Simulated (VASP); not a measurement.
# Sn3TeS2 (P4/mmm) in VASP: relaxation of cell and atoms with PBE

Aim: the relaxation of cell and atoms of Sn3TeS2 with PBE.

All numbers are computed with VASP 6.6.1; they aren't measurements. Logs are shortened: lines on timing, memory, paths and dates and some standing lists are left out, and cuts for length are marked.

## 1. Starting point

It takes space group P4/mmm (No. 123, tetragonal). The conventional cell has a = 3.741 Å, b = 3.741 Å, c = 11.326 Å, α = 90.00°, β = 90.00°, γ = 90.00°. Sn (site symmetry 4mm) is surrounded by 4 Te at 3.21 Å and 4 S at 3.23 Å and 1 Sn at 3.65 Å. Sn (site symmetry 4/mmm) has 8 S at 3.31 Å and 4 Sn at 3.74 Å as nearest neighbours. Around Te (site symmetry 4/mmm) lie 8 Sn at 3.21 Å and 2 S at 3.68 Å. S (site symmetry 4mm) is surrounded by 8 Sn at 3.23 to 3.31 Å and 1 Te at 3.68 Å.

The cell was built by a generator and needn't be a form met in nature.

## 2. Relaxation of cell and atoms, PBE

INCAR

```
PREC = Normal
ENCUT = 520
EDIFF = 1E-4
ISMEAR = 0
SIGMA = 0.15
LREAL = F
LASPH = T
NELM = 60
ALGO = Fast
ISIF = 3
LWAVE = F
LCHARG = F
GGA = PE
IBRION = 2
NSW = 24
EDIFFG = -0.08
```

KPOINTS

```
regular mesh
0
Gamma
  4 4 2
```

POSCAR

```
Sn3TeS2
1.0
    3.7408767300      0.0000000000      0.0000000000
    0.0000000000      3.7408767300      0.0000000000
    0.0000000000      0.0000000000     11.3260104600
Sn Te S
3 1 2
Direct
    0.0000000000      0.0000000000      0.8390681100
    0.0000000000      0.0000000000      0.1609318900
    0.0000000000      0.0000000000      0.5000000000
    0.5000000000      0.5000000000      0.0000000000
    0.5000000000      0.5000000000      0.3248246900
    0.5000000000      0.5000000000      0.6751753100
```

Potentials or basis: VASP PAW PBE potentials, release 64 (Sn_d, Te, S).

Command:

```
> cat potpaw_PBE.64/Sn_d/POTCAR potpaw_PBE.64/Te/POTCAR potpaw_PBE.64/S/POTCAR > POTCAR
> mpirun -np 1 vasp_std > vasp.out
```

OUTCAR:

```text
PREC = Normal
   ENCUT = 520
   EDIFF = 1E-4
   ISMEAR = 0
   LREAL = F
   LASPH = T
   NELM = 60
   ISIF = 3
   GGA = PE
   IBRION = 2
   NSW = 24
   EDIFFG = -0.08

 ion  position               nearest neighbor table
   1  0.000  0.000  0.839-   4 3.21   4 3.21   4 3.21   4 3.21   6 3.23   6 3.23   6 3.23   6 3.23
                             2 3.65
   2  0.000  0.000  0.161-   4 3.21   4 3.21   4 3.21   4 3.21   5 3.23   5 3.23   5 3.23   5 3.23
                             1 3.65
   3  0.000  0.000  0.500-
   4  0.500  0.500  0.000-   1 3.21   2 3.21   1 3.21   2 3.21   1 3.21   2 3.21   1 3.21   2 3.21

   5  0.500  0.500  0.325-   2 3.23   2 3.23   2 3.23   2 3.23
   6  0.500  0.500  0.675-   1 3.23   1 3.23   1 3.23   1 3.23

  LATTYP: Found a simple tetragonal cell.
 ALAT       =     3.7408767300
 C/A-ratio  =     3.0276353052

  Lattice vectors:

 A1 = (   3.7408767300,   0.0000000000,   0.0000000000)
 A2 = (   0.0000000000,   3.7408767300,   0.0000000000)
 A3 = (   0.0000000000,   0.0000000000,  11.3260104600)

Analysis of symmetry for initial positions (statically):
=====================================================================
 Subroutine PRICEL returns:
 Original cell was already a primitive cell.

 Routine SETGRP: Setting up the symmetry group for a
 simple tetragonal supercell.

 Subroutine GETGRP returns: Found 16 space group operations
 (whereof 16 operations were pure point group operations)
 out of a pool of 16 trial point group operations.

The static configuration has the point symmetry D_4h.

Analysis of symmetry for dynamics (positions and initial velocities):
=====================================================================
 Subroutine PRICEL returns:
 Original cell was already a primitive cell.

 Routine SETGRP: Setting up the symmetry group for a
 simple tetragonal supercell.

 Subroutine GETGRP returns: Found 16 space group operations
 (whereof 16 operations were pure point group operations)
 out of a pool of 16 trial point group operations.

The dynamic configuration has the point symmetry D_4h.

 Subroutine INISYM returns: Found 16 space group operations
 (whereof 16 operations are pure point group operations),
 and found     1 'primitive' translations

----------------------------------------------------------------------------------------

                                     Primitive cell

  volume of cell :     158.4980

  direct lattice vectors                    reciprocal lattice vectors
     3.740876730  0.000000000  0.000000000     0.267317015  0.000000000  0.000000000
     0.000000000  3.740876730  0.000000000     0.000000000  0.267317015  0.000000000
     0.000000000  0.000000000 11.326010460     0.000000000  0.000000000  0.088292343

  length of vectors
     3.740876730  3.740876730 11.326010460     0.267317015  0.267317015  0.088292343

  position of ions in fractional coordinates (direct lattice)
     0.000000000  0.000000000  0.839068110
     0.000000000  0.000000000  0.160931890
     0.000000000  0.000000000  0.500000000
     0.500000000  0.500000000  0.000000000
     0.500000000  0.500000000  0.324824690
     0.500000000  0.500000000  0.675175310

  ion indices of the primitive-cell ions
   primitive index   ion index
                 1           1
                 2           2
                 3           3
                 4           4
                 5           5
                 6           6

----------------------------------------------------------------------------------------

 KPOINTS: regular mesh

Automatic generation of k-mesh.
 Grid dimensions read from file:
 generate k-points for:    4    4    2

 Generating k-lattice:

  Cartesian coordinates                     Fractional coordinates (reciprocal lattice)
     0.066829254  0.000000000  0.000000000     0.250000000  0.000000000  0.000000000
     0.000000000  0.066829254  0.000000000     0.000000000  0.250000000  0.000000000
     0.000000000  0.000000000  0.044146171     0.000000000  0.000000000  0.500000000

  Length of vectors
     0.066829254  0.066829254  0.044146171

  Shift w.r.t. Gamma in fractional coordinates (k-lattice)
     0.000000000  0.000000000  0.000000000

 Subroutine IBZKPT returns following result:
 ===========================================

 Found     12 irreducible k-points:

 Following reciprocal coordinates:
            Coordinates               Weight
  0.000000  0.000000  0.000000      1.000000
  0.250000  0.000000  0.000000      4.000000
  0.500000  0.000000  0.000000      2.000000
  0.250000  0.250000  0.000000      4.000000
  0.500000  0.250000  0.000000      4.000000
  0.500000  0.500000  0.000000      1.000000
  0.000000  0.000000  0.500000      1.000000
  0.250000  0.000000  0.500000      4.000000
  0.500000  0.000000  0.500000      2.000000
  0.250000  0.250000  0.500000      4.000000
  0.500000  0.250000  0.500000      4.000000
  0.500000  0.500000  0.500000      1.000000
   k-points           NKPTS =     12   k-points in BZ     NKDIM =     12   number of bands    NBANDS=     36
   number of dos      NEDOS =    301   number of ions     NIONS =      6
   total plane-waves  NPLWV =  36864
   dimension x,y,z NGX =    24 NGY =   24 NGZ =   64
   dimension x,y,z NGXF=    48 NGYF=   48 NGZF=  128
   ions per type =               3   1   2
   NGX,Y,Z   is equivalent  to a cutoff of  10.67, 10.67,  9.39 a.u.
   NGXF,Y,Z  is equivalent  to a cutoff of  21.33, 21.33, 18.79 a.u.
 SYSTEM =  unknown system
   PREC   = normal    normal or accurate (medium, high low for compatibility)
   ISTART =      0    job   : 0-new  1-cont  2-samecut
   ICHARG =      2    charge: 1-file 2-atom 10-const
   ISPIN  =      1    spin polarized calculation?
   LNONCOLLINEAR =      F non collinear calculations
   LSORBIT =      F    spin-orbit coupling
   LASPH  =      T    aspherical Exc in radial PAW
   ENCUT  =  520.0 eV  38.22 Ry    6.18 a.u.   6.96  6.96 21.06*2*pi/ulx,y,z
   NELM   =     60;   NELMIN=  2; NELMDL= -5     # of ELM steps
   EDIFF  = 0.1E-03   stopping-criterion for ELM
   LREAL  =      F    real-space projection
   EDIFFG = -.8E-01   stopping-criterion for IOM
   NSW    =     24    number of steps for IOM
   IBRION =      2    ionic relax: 0-MD 1-quasi-New 2-CG
   NFREE  =      1    steps in history (QN), initial steepest desc. (CG)
   ISIF   =      3    stress and relaxation
   ISYM   =      2    0-nonsym 1-usesym 2-fastsym
   POTIM  = 0.5000    time-step for ionic-motion
   TEBEG  =    0.0;   TEEND  =   0.0 temperature during run
   PSTRESS=    0.0 pullay stress
   NELECT =      60.0000    total number of electrons
   NUPDOWN=      -1.0000    fix difference up-down
   EMIN   =  10.00;   EMAX   =-10.00  energy-range for DOS
   EFERMI =   0.00;   METHOD = LEGACY
   ISMEAR =     0;   SIGMA  =   0.15  broadening in eV -4-tet -1-fermi 0-gaus
   EFERMI_NEDOS =   21; number of points for ismear=-14 and -15
   IALGO  =     68    algorithm
   IMIX   =      4    mixing-type and parameters
     AMIX     =   0.40;   BMIX     =  1.00
     AMIX_MAG =   1.60;   BMIX_MAG =  1.00
  volume/ion in A,a.u.               =      26.42       178.27
  Fermi-wavevector in a.u.,A,eV,Ry     =   1.184270  2.237945 19.082103  1.402495
  Thomas-Fermi vector in A             =   2.320487
   LORBIT       =      0    0 simple, 1 ext, 2 COOP (PROOUT), +10 PAW based schemes
   GGA     = PE    functional components
   LHFCALC =     F    Hartree Fock is set to
   AEXX    =    0.0000 exact exchange contribution
   IVDW    =     0    specifies the selected vdW correction
   LEPSILON=     F    determine dielectric tensor
   LRPA    =     F    only Hartree local field effects (RPA)
 conjugate gradient relaxation of ions
 non-spin polarized calculation
 RMM-DIIS sequential band-by-band and
 Gauss-broadening in eV      SIGMA  =   0.15
  energy-cutoff  :      520.00
  volume of cell :      158.50
 maximum number of plane-waves:      4292
   NGX = 13   NGY = 13   NGZ = 43

--------------------------------------- Ionic step        1  -------------------------------------------

 number of electron      59.9999963 magnetization

 Free energy of the ion-electron system (eV)
  ---------------------------------------------------
  ext. energy  EPLUGINS =         0.00000000
  ---------------------------------------------------
  free energy    TOTEN  =       -22.67234074 eV

  energy without entropy =      -22.63562177  energy(sigma->0) =      -22.65398125

------------------------ aborting loop because EDIFF is reached ----------------------------------------

  FORCE on cell =-STRESS in cart. coord.  units (eV):
  Direction    XX          YY          ZZ          XY          YZ          ZX
  --------------------------------------------------------------------------------------
  -------------------------------------------------------------------------------------
  Total       -0.5088237     -0.5088237     -2.2518724      0.0000000      0.0000000      0.0000000
  in kB       -5.1434459     -5.1434459    -22.7630585      0.0000000      0.0000000      0.0000000
  external PRESSURE =     -11.0166501 kB  Pullay stress =       0.0000000 kB
[... 101 lines left out ...]
  FREE ENERGIE OF THE ION-ELECTRON SYSTEM (eV)
  ---------------------------------------------------
  free  energy   TOTEN  =       -22.9865102621 eV

  energy  without entropy=      -22.9480599349  energy(sigma->0) =      -22.96728510

 E-fermi :   6.7293     XC(G=0):  -9.9912

 val. band max:        6.6565825345   @ k =   0.5000   0.0000   0.0000
 cond. band min:       6.7315023538   @ k =   0.5000   0.5000   0.0000
 fundamental gap:      0.0749198192
 Fermi energy:         6.7293304976

 k-point     1 :       0.0000    0.0000    0.0000
  band No.  band energies     occupation
      1     -15.1677      2.00000
      2     -15.1571      2.00000
      3     -15.1073      2.00000
      4     -15.0965      2.00000
      5     -15.0965      2.00000
      6     -14.9091      2.00000
[... 457 lines left out ...]
     35       9.5171      0.00000
     36       9.5172      0.00000

[... ionic steps 4 to 17 ...]

--------------------------------------- Ionic step       18  -------------------------------------------

 number of electron      59.9999973 magnetization

------------------------ aborting loop because EDIFF is reached ----------------------------------------

  FORCE on cell =-STRESS in cart. coord.  units (eV):
  Direction    XX          YY          ZZ          XY          YZ          ZX
  --------------------------------------------------------------------------------------
  -------------------------------------------------------------------------------------
  Total       -0.1960085     -0.1960085     -0.6992596      0.0000000     -0.0000000      0.0000000
  in kB       -2.0570298     -2.0570298     -7.3384451      0.0000000     -0.0000000      0.0000000
  external PRESSURE =      -3.8175016 kB  Pullay stress =       0.0000000 kB
[... 65 lines left out ...]
  energy  without entropy=      -23.6485299752  energy(sigma->0) =      -23.65186689

--------------------------------------- Ionic step       20  -------------------------------------------

 number of electron      59.9999975 magnetization

 Free energy of the ion-electron system (eV)
  ---------------------------------------------------
  ext. energy  EPLUGINS =         0.00000000
  ---------------------------------------------------
  free energy    TOTEN  =       -23.65662143 eV

  energy without entropy =      -23.64844880  energy(sigma->0) =      -23.65253511

 E-fermi :   7.1886     XC(G=0): -10.0634

 val. band max:        7.0359921841   @ k =   0.5000   0.2500   0.5000
 cond. band min:       7.3184605145   @ k =   0.0000   0.0000   0.5000
 fundamental gap:      0.2824683304
 Fermi energy:         7.1886200260

 k-point     1 :       0.0000    0.0000    0.0000
  band No.  band energies     occupation
      1     -14.8575      2.00000
      2     -14.7740      2.00000
      3     -14.7542      2.00000
      4     -14.7197      2.00000
      5     -14.7197      2.00000
      6     -14.6510      2.00000
[... 490 lines left out ...]
  FREE ENERGIE OF THE ION-ELECTRON SYSTEM (eV)
  ---------------------------------------------------
  free  energy   TOTEN  =       -23.6566214278 eV

  energy  without entropy=      -23.6484487994  energy(sigma->0) =      -23.65253511

 reached required accuracy - stopping structural energy minimisation
```

It took 10 min on 1 thread of Intel Xeon Platinum 8259CL at 2.50GHz (Skylake/Cascade Lake), shared host; peak memory 0.22 GiB.

Results:

```yaml
Free_energy: -23.6566 eV
Relaxed_volume: 25.35 Å³/atom
Relaxed_cell: a = 3.563 Å, b = 3.563 Å, c = 11.982 Å, α = 90.00°, β = 90.00°, γ = 90.00°
Space_group_after_relaxing_to_0.05_Å: P4/mmm (No. 123)
Energy_gained_by_relaxing: 164.0 meV/atom
Ionic_steps: 20
Pressure_after_relaxing: -0.1 GPa
Largest_force_after_relaxing: 0.012 eV/Å
Band_gap_on_the_k_mesh: none (metal or under the smearing width)
```

Forces on the atoms (eV/Å):
```
Sn   0.000  0.000 -0.012
Sn   0.000  0.000  0.012
Sn   0.000  0.000  0.000
Te   0.000  0.000  0.000
S    0.000  0.000  0.000
S    0.000  0.000  0.000
```

Step by step:
| step | energy change (eV) | largest force (eV/Å) | pressure (GPa) | volume (Å³) |
| --- | --- | --- | --- | --- |
| 1 | 0.0000 | 1.2388 | -1.10 | 158.50 |
| 2 | -0.1831 | 1.0376 | -0.22 | 154.36 |
| 3 | -0.3142 | 0.9731 | 0.44 | 150.37 |
| 4 | -0.4394 | 0.6502 | 2.84 | 142.54 |
| 5 | -0.5638 | 0.3504 | 1.49 | 145.54 |
| 6 | -0.6290 | 0.2745 | 0.43 | 148.65 |
| 7 | -0.6291 | 0.1724 | -0.99 | 155.01 |
| 8 | -0.6475 | 0.1895 | -0.58 | 151.93 |
| 9 | -0.7465 | 0.0856 | -0.47 | 151.81 |
| 10 | -0.9376 | 0.1890 | -0.11 | 150.82 |
| 11 | -0.9613 | 0.2209 | 0.02 | 150.07 |
| 12 | -0.9609 | 0.2770 | -0.03 | 150.21 |
| 13 | -0.9614 | 0.2217 | 0.12 | 150.14 |
| 14 | -0.9740 | 0.1328 | 0.01 | 150.83 |
| 15 | -0.9749 | 0.1070 | 0.08 | 150.95 |
| 16 | -0.9755 | 0.0651 | 0.19 | 151.19 |
| 17 | -0.9825 | 0.0223 | -0.40 | 152.61 |
| 18 | -0.9825 | 0.0145 | -0.38 | 152.67 |
| 19 | -0.9829 | 0.0985 | -0.11 | 151.28 |
| 20 | -0.9843 | 0.0123 | -0.09 | 152.07 |

Final structure:
```
Sn Te S
1.0
     3.56258    0.00000    0.00000
     0.00000    3.56258    0.00000
     0.00000    0.00000   11.98162
Sn Te S
3 1 2
Cartesian
  0.0000 0.0000 9.3079
  0.0000 0.0000 2.6737
  0.0000 0.0000 5.9908
  1.7813 1.7813 0.0000
  1.7813 1.7813 4.1364
  1.7813 1.7813 7.8452
```

Levels at points of the mesh, in eV from the Fermi level:
```
           k point  band 27  band 28  band 29  band 30  band 31  band 32  band 33  band 34
(0.00, 0.00, 0.00)    -2.12    -0.97     0.48     0.48     1.36     1.54     3.44     3.44
(0.50, 0.00, 0.00)    -1.56    -1.46    -0.72    -0.64     1.43     2.31     2.45     2.77
(0.50, 0.50, 0.00)    -3.34    -3.18    -2.41    -0.95    -0.95    -0.71    -0.59     0.39
(0.00, 0.00, 0.50)    -2.23    -0.23     0.13     0.51     0.51     2.56     3.20     3.20
(0.50, 0.00, 0.50)    -1.75    -1.58    -1.46     0.53     1.26     1.43     2.48     2.76
(0.50, 0.50, 0.50)    -3.18    -3.18    -2.16    -1.40    -1.40    -0.94    -0.91     1.29
```

Caveat: the k mesh is coarse (spacing up to 0.42 Å⁻¹), so the values aren't converged; the relaxation stopped at a loose force limit of 0.08 eV/Å, so its end isn't a converged minimum. Spin-orbit coupling is left out, which matters for the levels of Te.
